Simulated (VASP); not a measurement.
Given:

```
Ga3InN4
1.0
    3.33287    -5.73606    -0.00427
    1.65057     2.85887     0.00000
   -0.00345     0.00199     5.38354
In Ga N
1 3 4
Direct
  0.33513   0.33513   0.50028
  0.16052   0.66052   0.00226
  0.83377   0.33377   0.49798
  0.67245   0.67245   0.00063
  0.33513   0.33513   0.90448
  0.14363   0.64363   0.36293
  0.83214   0.33214   0.87049
  0.68722   0.68722   0.36896
```

Computed with PBE GGA, VASP's PBE PAW potentials (set 64) (plane waves; VASP). Settings: 500 eV cut-off, Gaussian smearing of 0.050 eV, potentials In_d Ga_d N.

Unless said otherwise, spin-orbit coupling is left out, though it shifts the bands of the heavy elements here.

Task: Give the energies of bands 27 to 40 at the high-symmetry points, in eV from the valence-band maximum.

Result: 
```json
[
 {"band": "27", "Γ": "-5.10", "Z": "-5.04", "D": "-5.19", "B": "-3.95", "A": "-4.42", "E": "-6.32", "C2": "-5.76", "Y2": "-3.97"},
 {"band": "28", "Γ": "-3.97", "Z": "-4.66", "D": "-4.80", "B": "-3.80", "A": "-4.16", "E": "-5.67", "C2": "-5.01", "Y2": "-3.74"},
 {"band": "29", "Γ": "-2.68", "Z": "-3.89", "D": "-4.17", "B": "-3.07", "A": "-2.31", "E": "-2.17", "C2": "-3.40", "Y2": "-2.04"},
 {"band": "30", "Γ": "-2.17", "Z": "-3.77", "D": "-3.77", "B": "-2.73", "A": "-2.25", "E": "-2.15", "C2": "-3.29", "Y2": "-2.01"},
 {"band": "31", "Γ": "-1.28", "Z": "-3.74", "D": "-2.74", "B": "-2.15", "A": "-1.99", "E": "-2.11", "C2": "-3.08", "Y2": "-1.86"},
 {"band": "32", "Γ": "-1.14", "Z": "-3.63", "D": "-2.62", "B": "-1.81", "A": "-1.55", "E": "-2.01", "C2": "-3.01", "Y2": "-1.71"},
 {"band": "33", "Γ": "-0.89", "Z": "-2.02", "D": "-2.10", "B": "-0.84", "A": "-1.47", "E": "-1.98", "C2": "-1.91", "Y2": "-0.87"},
 {"band": "34", "Γ": "-0.24", "Z": "-1.98", "D": "-2.07", "B": "-0.79", "A": "-1.46", "E": "-1.80", "C2": "-1.76", "Y2": "-0.79"},
 {"band": "35", "Γ": "-0.13", "Z": "-1.92", "D": "-1.10", "B": "-0.77", "A": "-1.45", "E": "-1.47", "C2": "-1.75", "Y2": "-0.47"},
 {"band": "36", "Γ": "0.00", "Z": "-1.79", "D": "-0.90", "B": "-0.27", "A": "-0.67", "E": "-1.41", "C2": "-1.07", "Y2": "-0.28"},
 {"band": "37", "Γ": "0.82", "Z": "4.97", "D": "4.32", "B": "3.14", "A": "3.74", "E": "3.63", "C2": "4.79", "Y2": "2.98"},
 {"band": "38", "Γ": "3.35", "Z": "5.28", "D": "4.39", "B": "3.41", "A": "4.37", "E": "3.66", "C2": "4.97", "Y2": "3.27"},
 {"band": "39", "Γ": "4.50", "Z": "5.62", "D": "4.72", "B": "4.97", "A": "4.50", "E": "3.79", "C2": "5.28", "Y2": "3.85"},
 {"band": "40", "Γ": "4.94", "Z": "6.00", "D": "4.76", "B": "5.33", "A": "5.03", "E": "4.24", "C2": "5.44", "Y2": "4.26"}
]
```

The gap is direct, 0.82 eV, from the valence maximum at Γ to the conduction minimum at Γ.

The structure was generated: Ga3InN4 was put into an ordered model structure (Pm), which need not be its known phase. It was relaxed first.
